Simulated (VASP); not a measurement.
```
Mo
1.0
   -1.55296     1.55296     1.55296
    1.55296    -1.55296     1.55296
    1.55296     1.55296    -1.55296
Mo
1
Direct
  0.00000   0.00000   0.00000
```

The numbers are results of vdW-DF-cx, VASP's PBE PAW potentials (set 64) (plane waves; VASP), not measurements. Numerical set-up: 520 eV cut-off, 16×16×16 Γ-centred mesh, first-order Methfessel-Paxton smearing of 0.10 eV, potentials Mo_sv.

What does the run give for the energy per atom (σ→0), pressure, band gap (on the k-mesh) with the smallest direct gap where there is one?

```yaml
band gap (on the k-mesh): none (metal, semimetal or under 0.01 eV)
energy per atom (σ→0): -8.401 eV/atom
pressure: 8.46 GPa
```

Total energies compare only between runs with the same potentials, cut-off and functional.

The compound is Mo in the bcc structure. This cell is one point of a volume scan, at 0.97 of the reference volume.
